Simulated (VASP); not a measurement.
Output of a VASP run:

OSZICAR:
```
       N       E                     dE             d eps       ncg     rms          rms(c)
DAV:   1     0.427821657153E+02    0.42782E+02   -0.34717E+03   560   0.827E+02
DAV:   2     0.115265145619E+01   -0.41630E+02   -0.41005E+02   656   0.139E+02
DAV:   3    -0.959659793346E+00   -0.21123E+01   -0.21056E+01   728   0.355E+01
DAV:   4    -0.102695639367E+01   -0.67297E-01   -0.67185E-01   936   0.471E+00
DAV:   5    -0.102739468524E+01   -0.43829E-03   -0.43829E-03   824   0.335E-01    0.124E+00
DAV:   6    -0.102663898995E+01    0.75570E-03   -0.24356E-03   920   0.326E-01    0.757E-01
DAV:   7    -0.102675448741E+01   -0.11550E-03   -0.43390E-03   824   0.441E-01    0.581E-02
DAV:   8    -0.102682493699E+01   -0.70450E-04   -0.15625E-04   752   0.130E-01    0.164E-02
DAV:   9    -0.102683091625E+01   -0.59793E-05   -0.61300E-06   952   0.221E-02    0.434E-03
DAV:  10    -0.102683080565E+01    0.11059E-06   -0.27778E-06   872   0.112E-02    0.621E-04
DAV:  11    -0.102683082667E+01   -0.21016E-07   -0.55181E-08   632   0.189E-03
   1 F= -.10268308E+01 E0= -.10264547E+01  d E =-.112835E-02
```

**OUTCAR**
```
------------------------ aborting loop because EDIFF is reached ----------------------------------------
  FORCE on cell =-STRESS in cart. coord.  units (eV):
  Direction    XX          YY          ZZ          XY          YZ          ZX
  --------------------------------------------------------------------------------------
  Total        0.0387256      0.0387256      0.0387256     -0.0000000     -0.0000000      0.0000000
  in kB        0.7370413      0.7370413      0.7370413     -0.0000000     -0.0000000      0.0000000
  external PRESSURE =       0.7370413 kB  Pullay stress =       0.0000000 kB
  volume of cell :       84.18
      direct lattice vectors                 reciprocal lattice vectors
    -2.760909695  2.760909695  2.760909695     0.000000000  0.181099730  0.181099730
     2.760909695 -2.760909695  2.760909695     0.181099730  0.000000000  0.181099730
     2.760909695  2.760909695 -2.760909695     0.181099730  0.181099730  0.000000000
 POSITION                                       TOTAL-FORCE (eV/Angst)
 -----------------------------------------------------------------------------------
      0.00000      0.00000      0.00000        -0.000000     -0.000000      0.000000
 -----------------------------------------------------------------------------------
    total drift:                               -0.000000     -0.000000      0.000000
  FREE ENERGIE OF THE ION-ELECTRON SYSTEM (eV)
  ---------------------------------------------------
  free  energy   TOTEN  =        -1.0268308267 eV

  energy  without entropy=       -1.0257024778  energy(sigma->0) =       -1.02645471
```
(Selected blocks of OUTCAR.)

POSCAR:
```
Rb
1
   -2.7609096947     2.7609096947     2.7609096947
    2.7609096947    -2.7609096947     2.7609096947
    2.7609096947     2.7609096947    -2.7609096947
Rb
1
Direct
  0.0000000000   0.0000000000   0.0000000000
```

**Question.** Write an INCAR and KPOINTS that could have produced this output.

**Answer.** One answer among several that fit: the input of the run itself, PBEsol GGA, plane waves, VASP's PBE PAW potentials (set 64).

**KPOINTS**
```
Automatic
0
G
9 9 9
```

### INCAR
```
! general
SYSTEM =Rb
PREC   =Accurate
ENCUT  =520
LREAL  =.False.   ! projection in real space or not
LASPH  =.True.

! electronic loop
EDIFF  =1E-7
NELM   =100
ALGO   =Normal
LMAXMIX=4   ! l cut-off of mixed one-centre charges

! smearing
ISMEAR =1
SIGMA  =0.1

! functional
GGA    =PS   ! PBEsol

! ions
ISIF   =2

! output
LWAVE  =.False.
LCHARG =.False.
```

POTCAR, in this order: Rb_sv (PBE.64 set). Program: vasp_std.

The compound is Rb in the bcc structure. This cell is one point of a volume scan, at 0.97 of the reference volume.
